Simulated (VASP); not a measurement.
Given:

```yaml
crystal:
  lattice:
    - [3.51042, 0.00000, 0.00000]
    - [0.00000, 3.51042, 0.00000]
    - [0.00000, 0.00000, 3.51042]
  atoms:
    - { symbol: Fe, position: [0.00000, 0.00000, 0.00000] }
    - { symbol: Ni, position: [0.00000, 0.50000, 0.50000] }
    - { symbol: Ni, position: [0.50000, 0.00000, 0.50000] }
    - { symbol: Ni, position: [0.50000, 0.50000, 0.00000] }
```

Method: PBE GGA, VASP's PBE PAW potentials (set 64) (plane waves; VASP). Run with 300 eV cut-off, 6×6×6 Γ-centred mesh, Fermi-Dirac smearing of 0.10 eV, potentials Fe Ni.

At this cut-off the stress carries a Pulay error, which pulls relaxed volumes low. The run has a spin-polarised start.

Task: Give the stress tensor in GPa (positive for a compressed cell).

Result: 
```
5.77  0.00  0.00
0.00  5.77  0.00
0.00  0.00  5.77
```
The pressure is its mean diagonal, 5.77 GPa.

The structure comes from a computed database's FeNi3 entry; how it stands against other phases isn't given here. The cell was not relaxed at this level.
